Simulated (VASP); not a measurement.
# Quasiparticle energies of SiC (Moissanite) in VASP

How does the gap of SiC (Moissanite) change from the starting functional to GW? The cell is of the wurtzite type, one of the forms listed for this formula. The start is a cell from a database of measured crystal structures.

Program: VASP 6.6.1. Level of theory: LDA; plane waves and PAW (Si_GW, C_GW), in the first sound run; inputs show where later runs differ. Results are calculated unless marked as measured.

### 1. Set-up

The structure is hexagonal, space group P6_3mc (No. 186). The conventional cell has a = 3.076 Å, b = 3.076 Å, c = 5.048 Å, α = 90.00°, β = 90.00°, γ = 120.00°. Nearest to Si lie 4 C at 1.87 to 1.94 Å. C has 4 Si at 1.87 to 1.94 Å nearest. Farther neighbours are not listed.

### 2. Ground state

The orbitals come from a self-consistent LDA run. A small SIGMA keeps every occupation at zero or full.

Input file INCAR:

```
SYSTEM = SiC
PREC = Accurate
ENCUT = 440
EDIFF = 1E-08
NELM = 100
ISMEAR = 0
SIGMA = 0.01
LREAL = .FALSE.
ALGO = Normal
GGA = CA
NBANDS = 14
LORBIT = 11
LWAVE = .TRUE.
LCHARG = .FALSE.
KPAR = 4
```

Input file POSCAR:

```
SiC
1.0
    3.0760000000      0.0000000000      0.0000000000
   -1.5380000000      2.6638941420      0.0000000000
    0.0000000000      0.0000000000      5.0480000000
Si C
2 2
Direct
    0.6666666667      0.3333333333      0.5000000000
    0.3333333333      0.6666666667      0.0000000000
    0.6666666667      0.3333333333      0.8850000000
    0.3333333333      0.6666666667      0.3850000000
```

Input file KPOINTS:

```
Automatic mesh
0
Gamma
6 6 3
0 0 0
```

Potentials, in the order of the species: Si_GW and C_GW (LDA family, release 64).

Run with:

```console
mpirun -np 4 vasp_std
```

The log of the run:

```text
[banner, memory and clock lines left out]
running    4 mpi-ranks, on    1 nodes
 distrk:  each k-point on    1 cores,    4 groups
 distr:  one band on    1 cores,    1 groups

 POSCAR found type information on POSCAR SiC
 POSCAR found :  2 types and       4 ions
 LDA part: xc-table for (Slater(with rela. corr.)+CA(PZ))
 , standard interpolation
 POSCAR, INCAR and KPOINTS ok, starting setup
 FFT: planning ... GRIDC
 FFT: planning ... GRID_SOFT
 FFT: planning ... GRID
 WAVECAR not read
 entering main loop
       N       E                     dE             d eps       ncg     rms          rms(c)
DAV:   1     0.249205518095E+02    0.24921E+02   -0.67392E+03   484   0.921E+02
DAV:   2    -0.347424463283E+02   -0.59663E+02   -0.53781E+02   632   0.209E+02
DAV:   3    -0.373020448402E+02   -0.25596E+01   -0.25346E+01   554   0.353E+01
DAV:   4    -0.373823923702E+02   -0.80348E-01   -0.80296E-01   600   0.796E+00
DAV:   5    -0.373838279491E+02   -0.14356E-02   -0.14354E-02   568   0.111E+00    0.102E+01
DAV:   6    -0.333786912295E+02    0.40051E+01   -0.92852E+00   536   0.243E+01    0.299E+00
DAV:   7    -0.332647865309E+02    0.11390E+00   -0.12246E+00   608   0.817E+00    0.166E+00
DAV:   8    -0.332212141288E+02    0.43572E-01   -0.14108E-01   546   0.336E+00    0.404E-01
DAV:   9    -0.332152134159E+02    0.60007E-02   -0.17250E-02   568   0.108E+00    0.841E-02
DAV:  10    -0.332152381163E+02   -0.24700E-04   -0.29513E-03   658   0.400E-01    0.430E-02
DAV:  11    -0.332152078765E+02    0.30240E-04   -0.15890E-04   584   0.117E-01    0.746E-03
DAV:  12    -0.332152074145E+02    0.46199E-06   -0.92471E-06   618   0.275E-02    0.327E-03
DAV:  13    -0.332152070631E+02    0.35139E-06   -0.15578E-06   596   0.983E-03    0.255E-04
DAV:  14    -0.332152070854E+02   -0.22226E-07   -0.66651E-08   530   0.238E-03    0.226E-04
DAV:  15    -0.332152070872E+02   -0.18480E-08   -0.10463E-08   432   0.108E-03
   1 F= -.33215207E+02 E0= -.33215207E+02  d E =-.169980E-12
 writing wavefunctions
```

Run time: 6 s. Hardware: 4 MPI ranks of AMD EPYC 7R43, shared host; peak memory 0.39 GiB; 17 s of CPU time.

The logs omit lines about the potential files and the build; timing stands in the text.

OUTCAR, selected parts (step 2):

```text
ion  position               nearest neighbor table
   1  0.667  0.333  0.500-   4 1.87   4 1.87   4 1.87   3 1.94   2 3.09   2 3.09   2 3.09   2 3.09
                             2 3.09   2 3.09
   2  0.333  0.667  0.000-   3 1.87   3 1.87   3 1.87   4 1.94   1 3.09   1 3.09   1 3.09   1 3.09
                             1 3.09   1 3.09
   3  0.667  0.333  0.885-   2 1.87   2 1.87   2 1.87   1 1.94
   4  0.333  0.667  0.385-   1 1.87   1 1.87   1 1.87   2 1.94

  LATTYP: Found a hexagonal cell.
 ALAT       =     3.0760000000
 C/A-ratio  =     1.6410923277

 Subroutine GETGRP returns: Found 12 space group operations
 (whereof  6 operations were pure point group operations)

The static configuration has the point symmetry C_3v.
 The point group associated with its full space group is C_6v.

 Found     14 irreducible k-points:

   k-points           NKPTS =     14   k-points in BZ     NKDIM =     14   number of bands    NBANDS=     14

   dimension x,y,z NGX =    24 NGY =   24 NGZ =   36
   dimension x,y,z NGXF=    48 NGYF=   48 NGZF=   72

   ENCUT  =  440.0 eV  32.34 Ry    5.69 a.u.   5.26  5.26  8.63*2*pi/ulx,y,z

   NELECT =      16.0000    total number of electrons

 k-points in reciprocal lattice and weights: Automatic mesh
   0.00000000  0.00000000  0.00000000       0.009
   0.16666667 -0.00000000  0.00000000       0.056
   0.33333333  0.00000000  0.00000000       0.056
   0.50000000 -0.00000000  0.00000000       0.028
   0.16666667  0.16666667  0.00000000       0.056
   0.33333333  0.16666667  0.00000000       0.111
   0.33333333  0.33333333  0.00000000       0.019
   0.00000000  0.00000000  0.33333333       0.019
   0.16666667 -0.00000000  0.33333333       0.111
[...]
0.33333333  0.16666667  0.33333333       0.222
   0.33333333  0.33333333  0.33333333       0.037

 average (electrostatic) potential at core
       1 -65.7610       2 -65.7610       3 -49.3461       4 -49.3461

 E-fermi :   8.0869

 k-point     1 :       0.0000    0.0000    0.0000
  band No.  band energies     occupation
    ...
      4       6.4878      2.00000
      5       6.4878      2.00000
      6       7.7702      2.00000
      7       7.7702      2.00000
      8       8.0427      2.00000
      9      12.6219      0.00000
     10      14.0730      0.00000
     11      14.4321      0.00000
     12      14.4321      0.00000
     13      15.4981      0.00000
    ...

 k-point     2 :       0.1667   -0.0000    0.0000
  band No.  band energies     occupation
    ...
      4       4.3304      2.00000
      5       5.8040      2.00000
      6       6.2287      2.00000
      7       7.4715      2.00000
      8       7.6727      2.00000
      9      12.6556      0.00000
     10      14.5037      0.00000
     11      14.9285      0.00000
     12      15.0397      0.00000
     13      15.3229      0.00000
    ...

 k-point     3 :       0.3333    0.0000    0.0000
  band No.  band energies     occupation
    ...
      4       1.6527      2.00000
      5       3.4494      2.00000
      6       4.8614      2.00000
      7       6.2621      2.00000
      8       6.8409      2.00000
      9      11.1318      0.00000
     10      12.7864      0.00000
     11      14.9827      0.00000
     12      15.4648      0.00000
     13      16.2302      0.00000
    ...

  Total       -0.8843990     -0.8843990     -1.9846910      0.0000000     -0.0000000      0.0000000
  in kB      -34.2559628    -34.2559628    -76.8742398      0.0000000     -0.0000000      0.0000000
  external PRESSURE =     -48.4620552 kB  Pullay stress =       0.0000000 kB

  energy-cutoff  :      440.00
  volume of cell :       41.36
      direct lattice vectors                 reciprocal lattice vectors
     3.076000000  0.000000000  0.000000000     0.325097529  0.187695146  0.000000000
    -1.538000000  2.663894142  0.000000000     0.000000000  0.375390292  0.000000000
     0.000000000  0.000000000  5.048000000     0.000000000  0.000000000  0.198098257

 POSITION                                       TOTAL-FORCE (eV/Angst)
 -----------------------------------------------------------------------------------
      1.53800      0.88796      2.52400         0.000000     -0.000000      0.734607
     -0.00000      1.77593      0.00000        -0.000000      0.000000      0.734607
      1.53800      0.88796      4.46748         0.000000     -0.000000     -0.734607
     -0.00000      1.77593      1.94348        -0.000000      0.000000     -0.734607
 -----------------------------------------------------------------------------------
    total drift:                                0.000000      0.000000     -0.000181

  FREE ENERGIE OF THE ION-ELECTRON SYSTEM (eV)
  ---------------------------------------------------
  free  energy   TOTEN  =       -33.2152070872 eV

  energy  without entropy=      -33.2152070872  energy(sigma->0) =      -33.21520709

 total charge
# of ion       s       p       d       tot
------------------------------------------
    1        0.693   0.954   0.210   1.857
    2        0.693   0.954   0.210   1.857
    3        0.804   1.686   0.000   2.490
    4        0.804   1.686   0.000   2.490
--------------------------------------------------
tot          2.995   5.279   0.419   8.694

[... 3 further parts left out ...]
```

The gap is read on the k-mesh alone, so it is an upper bound where the band edges lie off the mesh.

A gap read on the k-mesh alone can miss the band edges.

Numbers from this step:

| Property | Result |
| --- | --- |
| free energy (TOTEN) | -33.22 eV |
| Fermi energy | 8.087 eV |
| pressure | -4.846 GPa |
| gap on the k-mesh | 2.194 eV |
| least direct gap on the k-mesh | 3.971 eV |

The cell has a gap of 2.19 eV on this mesh and a pressure of -4.8 GPa, which holds the misfit of the given cell and coordinates with this functional, and any error of cutoff, mesh and data sets. Forces of up to 0.73 eV/Å remain in these settings.

### 3. Empty bands

ALGO = Exact makes the empty bands from the converged ground state in one step. LOPTICS writes the k-derivatives of the orbitals (WAVEDER), which give the long-wavelength limit of the screening.

Input file INCAR:

```
SYSTEM = SiC
PREC = Accurate
ENCUT = 440
ISMEAR = 0
SIGMA = 0.01
LREAL = .FALSE.
GGA = CA
NBANDS = 36
ALGO = Exact
NELM = 1
LWAVE = .TRUE.
LCHARG = .FALSE.
LOPTICS = .TRUE.
NEDOS = 1000
CSHIFT = 0.1
```

POSCAR is that of step 2.

KPOINTS is that of step 2.

Run with:

```console
mpirun -np 4 vasp_std
```

The log of the run:

```text
[banner, memory and clock lines left out]
running    4 mpi-ranks, on    1 nodes
 distrk:  each k-point on    4 cores,    1 groups
 distr:  one band on    1 cores,    4 groups

 POSCAR found type information on POSCAR SiC
 POSCAR found :  2 types and       4 ions
 LDA part: xc-table for (Slater(with rela. corr.)+CA(PZ))
 , standard interpolation
 found WAVECAR, reading the header
  number of bands has changed, file:    14 present:    36
  trying to continue reading WAVECAR, but it might fail
 POSCAR, INCAR and KPOINTS ok, starting setup
 FFT: planning ... GRIDC
 FFT: planning ... GRID_SOFT
 FFT: planning ... GRID
 reading WAVECAR
 random initialization beyond band           14
 the WAVECAR file was read successfully
 initial charge from wavefunction
 entering main loop
       N       E                     dE             d eps       ncg     rms          rms(c)
DIA:   1    -0.332152070893E+02   -0.33215E+02    0.00000E+00     0   0.000E+00
   1 F= -.33215207E+02 E0= -.33215207E+02  d E =-.363848E-22
 writing wavefunctions
 optical routines
 imaginary and real dielectric function
 recalculating local potential from charge density
 direction            1
 direction            2
 direction            3
```

Wall time 16 s (4 MPI ranks); peak memory 0.59 GiB.

OUTCAR, selected parts (step 3):

```text
 Found     14 irreducible k-points:

   k-points           NKPTS =     14   k-points in BZ     NKDIM =     14   number of bands    NBANDS=     36

   NELECT =      16.0000    total number of electrons

 E-fermi :   8.1074

 k-point     2 :       0.1667   -0.0000    0.0000
  band No.  band energies     occupation
    ...
      4       4.3304      2.00000
      5       5.8040      2.00000
      6       6.2288      2.00000
      7       7.4715      2.00000
      8       7.6727      2.00000
      9      12.6556      0.00000
     10      14.5037      0.00000
     11      14.9285      0.00000
     12      15.0397      0.00000
     13      15.3229      0.00000
    ...

 k-point     4 :       0.5000   -0.0000    0.0000
  band No.  band energies     occupation
    ...
      4       1.5041      2.00000
      5       2.5946      2.00000
      6       4.4923      2.00000
      7       4.7511      2.00000
      8       6.5564      2.00000
      9      10.5271      0.00000
     10      12.1568      0.00000
     11      14.7057      0.00000
     12      15.1538      0.00000
     13      17.6122      0.00000
    ...

  Total       -0.8844969     -0.8844969     -1.9848061      0.0000000      0.0000000      0.0000000
  in kB      -34.2597566    -34.2597566    -76.8786995      0.0000000      0.0000000      0.0000000
  external PRESSURE =     -48.4660709 kB  Pullay stress =       0.0000000 kB

 POSITION                                       TOTAL-FORCE (eV/Angst)
 -----------------------------------------------------------------------------------
      1.53800      0.88796      2.52400        -0.000000     -0.000000      0.734608
     -0.00000      1.77593      0.00000         0.000000      0.000000      0.734608
      1.53800      0.88796      4.46748         0.000000      0.000000     -0.734608
     -0.00000      1.77593      1.94348        -0.000000     -0.000000     -0.734608
 -----------------------------------------------------------------------------------
    total drift:                                0.000000      0.000000     -0.000192

  FREE ENERGIE OF THE ION-ELECTRON SYSTEM (eV)
  ---------------------------------------------------
  free  energy   TOTEN  =       -33.2152070893 eV

  energy  without entropy=      -33.2152070893  energy(sigma->0) =      -33.21520709

 plasma frequency squared (from intraband transitions) (eV^2)
  --------------------------------------------------------------------------------------
       0.000      -0.000       0.000
      -0.000       0.000       0.000
       0.000       0.000       0.000

[... 11 parts as in an earlier step ...]

[... 2 further parts left out ...]
```

WAVECAR now holds 36 bands for 16 electrons. Its independent-particle dielectric tensor has xx, yy, zz = 7.6, 7.6, 8.2 on this mesh, which isn't tested for convergence in mesh or bands and lacks local fields.

(Continued in part 2 of 3.)

[Lines on the potential files, build, host, timing and source positions are cut from VASP's logs without a mark.]

[Logs are printed without paths, hosts, clocks, repeated set-up lines and the standing remarks that a program may print on its own settings, such as how far it seeks lower states.]

[Hosts, paths, dates, database ids (printed as entryN), source tags and the programs' standing remarks are cut or masked in the printed files.]

[Pressures printed for these runs are not shown converged in the cutoff: they can be off by several GPa and have the wrong sign.]
